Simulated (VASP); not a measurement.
Given:

```
CELL_PARAMETERS angstrom
      4.41073     0.00000     0.00000
      0.00000     4.41073     0.00000
      0.00000     0.00000     4.41073
ATOMIC_POSITIONS crystal
  Cs 0.00000 0.00000 0.00000
  Br 0.50000 0.50000 0.50000
```

Computed with MS2 meta-GGA, VASP's PBE PAW potentials (set 64) (plane waves; VASP). Numerical set-up: 520 eV cut-off, 6×6×6 Γ-centred mesh, Gaussian smearing of 0.050 eV, potentials Cs_sv Br.

The job: CsBr (CsCl type), 2 atoms, MS2, static run, 520 eV, 6×6×6 Γ-centred mesh. Roughly how much core time does it take on a busy server core?

About 90 core-seconds (one run on a shared machine, a rough figure). It had 20 irreducible k-points, 12 bands, up to 2360 plane waves and 24 electronic steps.

The compound is CsBr in the CsCl type structure. This cell is one point of a volume scan, at 1.06 of the reference volume.
